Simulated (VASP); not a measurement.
Input:

```
P
1.0
    1.65750    -5.56679     0.00000
    1.65750     5.56679     0.00000
    0.00000     0.00000     4.54375
P
4
Cartesian
  1.65750   4.50819   4.15199
  1.65750   1.05860   1.88011
  1.65750  -1.05860   2.66363
  1.65750  -4.50819   0.39176
```

Calculation: PBE GGA, VASP's PBE PAW potentials (set 64) (plane waves; VASP 6.6.1). Run with 520 eV cut-off, Gaussian smearing of 0.050 eV, potentials P.

Without a dispersion term in the relaxation, distances and binding between the weakly bound layers, chains or molecules are unreliable, and so is what depends on them.

### Question
Give the energies of bands 4 to 13 at the high-symmetry points, in eV from the valence-band maximum.

### Answer

| band | Γ | Y | C0 | Z | A0 | T | S | R |
|---|---|---|---|---|---|---|---|---|
| 4 | -6.55 | -5.90 | -9.24 | -8.76 | -10.20 | -9.20 | -9.97 | -10.32 |
| 5 | -4.96 | -5.43 | -5.58 | -4.23 | -5.96 | -3.10 | -5.37 | -5.47 |
| 6 | -4.79 | -5.39 | -5.16 | -4.23 | -5.96 | -3.10 | -5.37 | -5.47 |
| 7 | -3.88 | -3.97 | -3.53 | -3.08 | -4.67 | -2.77 | -3.27 | -5.24 |
| 8 | -2.66 | -2.23 | -3.28 | -3.08 | -4.67 | -2.77 | -3.27 | -5.24 |
| 9 | -2.37 | -1.60 | -2.51 | -1.54 | -1.66 | -1.82 | -2.54 | -1.76 |
| 10 | -1.08 | 0.00 | -2.36 | -1.54 | -1.66 | -1.82 | -2.54 | -1.76 |
| 11 | 0.73 | 0.12 | 0.77 | 1.51 | 1.84 | 1.49 | 0.75 | 1.78 |
| 12 | 1.16 | 0.94 | 0.92 | 1.51 | 1.84 | 1.49 | 0.75 | 1.78 |
| 13 | 2.02 | 2.20 | 1.25 | 2.90 | 3.36 | 2.56 | 1.50 | 3.49 |

The gap is direct, 0.13 eV, from the valence maximum at Y to the conduction minimum at Y.

Measured: gap 0.35 eV (computed value off by -0.22 eV), as given by Das et al., (2018), arXiv:1807.05623.

The compound is P in the black structure. It was relaxed first, which changed the volume by +10 %.
